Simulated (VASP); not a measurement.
HfB:

```
Hf B
1.0
     0.00000    2.27878    2.27878
     2.27878    0.00000    2.27878
     2.27878    2.27878    0.00000
Hf B
1 1
Direct
  0.50000 0.50000 0.50000
  0.00000 0.00000 0.00000
```

The cell isn't the ideal one: volume scaled by 0.96.

- Program: VASP 6.6.1
- Task: relaxation of cell and atoms
- Functional: PBEsol
- Potentials or basis: VASP PAW PBE potentials, release 64 (Hf_pv, B)
- Cutoff: 600 eV
- k mesh: 10 × 10 × 10
- Occupations: fermi-dirac, width 0.15 eV
- Spin: no spin polarisation

At the start: pressure 36.7 GPa; volume 11.83 Å³/atom.

Where does the relaxation end?

Over 4 steps the energy falls by 195.4 meV/atom and the volume is 13.78 Å³/atom (+16.4 %); space group Fm-3m (No. 225, to 0.05 Å).

The path:
```
step  energy change (eV)  largest force (eV/Å)  pressure (GPa)  volume (Å³)
   1              0.0000                0.0000           36.66        23.67
   2              0.2516                0.0000          -25.77        34.20
   3             -0.3898                0.0000           -1.37        27.74
   4             -0.3907                0.0000           -0.23        27.56
```

Final structure:
```yaml
crystal:
  lattice:
    - [0.00000, 2.39742, 2.39742]
    - [2.39742, 0.00000, 2.39742]
    - [2.39742, 2.39742, 0.00000]
  atoms:
    - { symbol: Hf, position: [0.50000, 0.50000, 0.50000] }
    - { symbol: B, position: [0.00000, 0.00000, 0.00000] }
```

Caveat: the volume moved by over 15 % at a fixed basis, so the end points are rough; the PAW data sets were made with another functional, which shifts forces and pressure a little.
